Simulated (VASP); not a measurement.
MoTe2: stress against strain

MoTe2 (2H layered, P6_3/mmc, 26.726 Å³/atom and stress up to 0.30 GPa in the relaxed cell, c along z) under an equal strain ε along x and y, with z held. PBE in VASP (plane waves, PAW), 480 eV, 12×12×4 Γ-centred mesh, Gaussian smearing 0.05 eV; ions are relaxed, or left where forces stay under 0.02 eV/Å, within the symmetry of each cell. Against the start cell, which lies near the measured one, the relaxed cell differs by 7.1 % in volume and 5.1 % in c; the values below rest on it. Stress is positive for a compressed cell.

Here s stands for strain and y for stress xx.

| strain (%) | stress xx (GPa) |
|---|---|
| -1.50 | 2.49 |
| -1.00 | 1.71 |
| -0.50 | 0.96 |
| 0.00 | 0.20 |
| 0.50 | -0.46 |
| 1.00 | -1.12 |
| 1.50 | -1.76 |
| 3.00 | ? |

### Question
Using a straight line, estimate the missing y at s = 3.00 from the other rows, showing the fit.

### Answer
Means: s 0, y 0.289. About the means, the sum of products is -9.9150 and the sum of squares of s is 7.0000; the slope is their ratio. Least squares gives y = 0.289 - 1.4164·s. Residuals (row less fit): 0.076, 0.005, -0.037, -0.089, -0.041, 0.007, 0.076; standard error 0.067 (degrees of freedom: 5). The slope gives the elastic constants C11 + C12 = 142 ± 3 GPa (± standard error of the fit, which holds the terms cut off). At the withheld row, y = 0.289 - 1.4164 × 3.0 = -3.960 GPa. The calculation gives -3.53 GPa, 0.430 GPa above the prediction (7.1 % of the range of y in the table). The row lies outside the fitted rows, so this is an extrapolation. From the scatter of the fitted rows alone, a prediction at this place has a standard error of 0.105 GPa, so the miss is 4.1 times that.

A polynomial of degree 2 through the 12 other runs of the series gives -3.49 there, so most of the miss is curvature that the fit leaves out. Spin-orbit coupling is left out, which can shift these values for the heavy elements here. For MoTe2: without a dispersion term in the relaxation, distances and binding between the weakly bound layers, chains or molecules are unreliable, and so is what depends on them. Rows are the converged runs of the series near zero and its far end, less any whose ions stayed unrelaxed beside relaxed ones; series whose fitted rows scatter by over a few per cent of the range, as at a crossing or softening among them, aren't shown in this form. Most that stay on the fit to the last digits aren't either.
